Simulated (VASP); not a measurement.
Calculation: optB88-vdW, VASP's PBE PAW potentials (set 64) (plane waves; VASP 6.6.1).

The input files of a VASP run:

**INCAR**
```
SYSTEM = SnO2
PREC = Accurate
ENCUT = 520
EDIFF = 1E-7
NELM = 100
ALGO = Normal
LREAL = .FALSE.
LASPH = .TRUE.
ISMEAR = 0
SIGMA = 0.05
GGA = BO
PARAM1 = 0.1833333333
PARAM2 = 0.22
LUSE_VDW = .TRUE.
AGGAC = 0.0
LMAXMIX = 4
LWAVE = .FALSE.
LCHARG = .FALSE.
ISIF = 4
IBRION = 2
NSW = 30
EDIFFG = -0.01
```

POSCAR:
```
SnO2
1
    4.8033438814     0.0000000000     0.0000000000
    0.0000000000     4.8033438814     0.0000000000
    0.0000000000     0.0000000000     3.2449308279
Sn O
2 4
Direct
  0.0000000000   0.0000000000   0.0000000000
  0.5000000000   0.5000000000   0.5000000000
  0.3061898858   0.3061898858   0.0000000000
  0.8061898858   0.1938101142   0.5000000000
  0.1938101142   0.8061898858   0.5000000000
  0.6938101142   0.6938101142   0.0000000000
```

### KPOINTS
```
Automatic mesh
0
Gamma
5 5 7
0 0 0
```

POTCAR, in this order: Sn_d O (PBE.64 set). Program: vasp_std.

Unless said otherwise, spin-orbit coupling is left out, though it shifts the bands of the heavy elements here.

Problem. Predict the energy per atom (σ→0), band gap (on the k-mesh).

Solution. 
The energy per atom (σ→0) comes out as -4.119 eV/atom and the band gap (on the k-mesh) comes out as 0.73 eV.

OSZICAR:
```
...
DAV:   9    -0.247112265054E+02    0.17664E-01   -0.10491E-01  2333   0.409E+00    0.153E-01
DAV:  10    -0.247118273806E+02   -0.60088E-03   -0.64982E-03  2216   0.792E-01    0.539E-02
DAV:  11    -0.247118704722E+02   -0.43092E-04   -0.50954E-04  2386   0.273E-01    0.231E-02
DAV:  12    -0.247118774990E+02   -0.70268E-05   -0.42063E-05  1779   0.517E-02    0.183E-02
DAV:  13    -0.247118722987E+02    0.52003E-05   -0.21938E-05  2351   0.599E-02    0.135E-03
DAV:  14    -0.247118724949E+02   -0.19620E-06   -0.20445E-06  1741   0.112E-02    0.566E-04
DAV:  15    -0.247118724677E+02    0.27215E-07   -0.75154E-08  1220   0.246E-03
   1 F= -.24711872E+02 E0= -.24711872E+02  d E =-.247119E+02
```

The compound is SnO2 in the rutile structure. It was relaxed first.
